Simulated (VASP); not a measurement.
Given:

```
Nb3Si2
1.0
    6.72375     0.00000     0.00000
    0.00000     6.72375     0.00000
    0.00000     0.00000     3.50421
Nb Si
6 4
Direct
  0.50000   0.50000   0.00000
  0.00000   0.00000   0.00000
  0.67207   0.17207   0.50000
  0.32793   0.82793   0.50000
  0.82793   0.67207   0.50000
  0.17207   0.32793   0.50000
  0.12724   0.62724   0.00000
  0.87276   0.37276   0.00000
  0.37276   0.12724   0.00000
  0.62724   0.87276   0.00000
```

Computed with r2SCAN meta-GGA, VASP's PBE PAW potentials (set 64) (plane waves; VASP). Numerical set-up: 400 eV cut-off, 5×5×10 Γ-centred mesh, tetrahedra with Blöchl corrections, potentials Nb_sv Si.

The cores are frozen, which limits the accuracy of field gradients.

Q: Give the principal components of the electric field gradient (V/Å²) and the asymmetry η at each nucleus.

A: 
```tsv
atom	Vxx	Vyy	Vzz	η
Nb1	7.4	7.4	-14.8	0.00
Nb2	7.4	7.4	-14.8	0.00
Nb3	15.2	7.8	-23.0	0.32
Nb4	15.2	7.8	-23.0	0.32
Nb5	15.2	7.8	-23.0	0.32
Nb6	15.2	7.8	-23.0	0.32
Si7	15.3	0.0	-15.3	0.99
Si8	15.3	0.0	-15.3	0.99
Si9	15.3	0.0	-15.3	0.99
Si10	15.3	0.0	-15.3	0.99
```

The structure comes from a computed database's Nb3Si2 entry (P4/mbm); how it stands against other phases isn't given here. It was relaxed first.
